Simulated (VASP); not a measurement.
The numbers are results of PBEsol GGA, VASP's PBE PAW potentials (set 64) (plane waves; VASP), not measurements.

A VASP calculation is set up with these files.

### INCAR
```
# general
SYSTEM  = HfN
PREC    = Accurate
ENCUT   = 520
LREAL   = .False.
LASPH   = .True.

# electronic loop
EDIFF   = 1E-7   # SCF stop (eV)
NELM    = 100
ALGO    = Normal   # blocked Davidson
LMAXMIX = 6   # l cut-off of mixed one-centre charges

# smearing
ISMEAR  = -5   # tetrahedra, Bloechl

# functional
GGA     = PS   # PBEsol

# ions
ISIF    = 2

# output
LWAVE   = .False.
LCHARG  = .True.
LORBIT  = 11   # lm-projected
NEDOS   = 601   # DOS grid
```

KPOINTS:
```
Automatic mesh
0
Gamma
16 16 16
0 0 0
```

### POSCAR
```
HfN
1
    0.0000000000     2.2452352556     2.2452352556
    2.2452352556     0.0000000000     2.2452352556
    2.2452352556     2.2452352556     0.0000000000
Hf N
1 1
Direct
  0.0000000000   0.0000000000   0.0000000000
  0.5000000000   0.5000000000   0.5000000000
```

POTCAR, in this order: Hf_pv N (PBE.64 set). Program: vasp_std.

The resulting files:

File OSZICAR:
```
       N       E                     dE             d eps       ncg     rms          rms(c)
DAV:   1     0.379415725772E+02    0.37942E+02   -0.83479E+03  3198   0.129E+03
DAV:   2    -0.235169169242E+02   -0.61458E+02   -0.58566E+02  4268   0.256E+02
DAV:   3    -0.257016983852E+02   -0.21848E+01   -0.21679E+01  4086   0.412E+01
DAV:   4    -0.257201175726E+02   -0.18419E-01   -0.18421E-01  3820   0.379E+00
DAV:   5    -0.257204109286E+02   -0.29336E-03   -0.29364E-03  4177   0.349E-01    0.523E+01
DAV:   6    -0.230903416818E+02    0.26301E+01   -0.13698E+01  3701   0.266E+01    0.427E+01
DAV:   7    -0.230175116134E+02    0.72830E-01   -0.63518E-01  3646   0.727E+00    0.259E+01
DAV:   8    -0.230006885567E+02    0.16823E-01   -0.10022E-01  3756   0.303E+00    0.506E+00
DAV:   9    -0.229936159734E+02    0.70726E-02   -0.41383E-02  3744   0.146E+00    0.170E+00
DAV:  10    -0.229930585551E+02    0.55742E-03   -0.25608E-03  3776   0.447E-01    0.123E-01
DAV:  11    -0.229930660190E+02   -0.74639E-05   -0.90772E-05  3820   0.103E-01    0.552E-02
DAV:  12    -0.229930665525E+02   -0.53346E-06   -0.83186E-06  3732   0.273E-02    0.230E-02
DAV:  13    -0.229930662540E+02    0.29847E-06   -0.41847E-07  3654   0.704E-03    0.178E-03
DAV:  14    -0.229930662496E+02    0.44504E-08   -0.34803E-09  1970   0.658E-04
   1 F= -.22993066E+02 E0= -.22993066E+02  d E =0.000000E+00
```

### OUTCAR
```
------------------------ aborting loop because EDIFF is reached ----------------------------------------
  FORCE on cell =-STRESS in cart. coord.  units (eV):
  Direction    XX          YY          ZZ          XY          YZ          ZX
  --------------------------------------------------------------------------------------
  Total       -0.0081373     -0.0081373     -0.0081373      0.0000000      0.0000000     -0.0000000
  in kB       -0.5759388     -0.5759388     -0.5759388      0.0000000      0.0000000     -0.0000000
  external PRESSURE =      -0.5759388 kB  Pullay stress =       0.0000000 kB
  volume of cell :       22.64
      direct lattice vectors                 reciprocal lattice vectors
     0.000000000  2.245235256  2.245235256    -0.222693813  0.222693813  0.222693813
     2.245235256  0.000000000  2.245235256     0.222693813 -0.222693813  0.222693813
     2.245235256  2.245235256  0.000000000     0.222693813  0.222693813 -0.222693813
 POSITION                                       TOTAL-FORCE (eV/Angst)
 -----------------------------------------------------------------------------------
      0.00000      0.00000      0.00000        -0.000000      0.000000     -0.000000
      2.24524      2.24524      2.24524         0.000000     -0.000000      0.000000
 -----------------------------------------------------------------------------------
    total drift:                                0.000000     -0.000000     -0.000000
  FREE ENERGIE OF THE ION-ELECTRON SYSTEM (eV)
  ---------------------------------------------------
  free  energy   TOTEN  =       -22.9930662496 eV

  energy  without entropy=      -22.9930662496  energy(sigma->0) =      -22.99306625

 total charge

# of ion       s       p       d       tot
------------------------------------------
    1        0.298   6.602   1.805   8.706
    2        1.228   2.509   0.000   3.737
--------------------------------------------------
tot          1.526   9.111   1.805  12.442
```
(Selected blocks of OUTCAR.)

**OUTCAR**
```
 val. band max:        8.3609736171   @ k =   0.0625   0.0625   0.0000

 cond. band min:       8.3573740673   @ k =   0.3750   0.1250   0.0000


 Fermi energy:         8.3856080446

 k-point     1 :       0.0000    0.0000    0.0000
  band No.  band energies     occupation
      1     -22.6264      2.00000
      2     -22.6264      2.00000
      3     -22.6264      2.00000
      4      -9.1847      2.00000
      5       5.3580      2.00000
      6       5.3580      2.00000
      7       5.3580      2.00000
      8       7.9800      2.00000
      9       7.9800      2.00000
     10       7.9800      2.00000
     11      10.3519      0.00000

 k-point     2 :       0.0625    0.0000    0.0000
  band No.  band energies     occupation
      1     -22.6704      2.00000
      2     -22.6300      2.00000
      3     -22.6300      2.00000
      4      -9.0890      2.00000
      5       4.9421      2.00000
      6       5.1113      2.00000
      7       5.1113      2.00000
      8       8.1007      2.00000
      9       8.1197      2.05947
     10       8.1197      1.77962
     11      10.6432      0.00000

 k-point     3 :       0.1250    0.0000    0.0000
  band No.  band energies     occupation
      1     -22.7934      2.00000
      2     -22.6402      2.00000
      3     -22.6402      2.00000
      4      -8.8142      2.00000
      5       4.0127      2.00000
      6       4.5433      2.00000
      7       4.5433      2.00000
      8       8.3075      1.93263
      9       8.4851      0.21544
     10       8.4851      0.06244
     11      11.3851      0.00000

 k-point     4 :       0.1875    0.0000    0.0000
  band No.  band energies     occupation
      1     -22.9714      2.00000
      2     -22.6553      2.00000
      3     -22.6553      2.00000
      4      -8.3947      2.00000
      5       2.9319      2.00000
      6       3.8924      2.00000
      7       3.8924      2.00000
      8       8.5606      0.32145
      9       9.0259      0.00000
...
```

For a metal the tetrahedron method with Blöchl corrections gives inexact stress and forces. Unless said otherwise, spin-orbit coupling is left out, though it shifts the bands of the heavy elements here.

The compound is HfN in the rock salt structure. It was relaxed first. The electron count is odd and the run is not spin-polarised, which forces a metal.
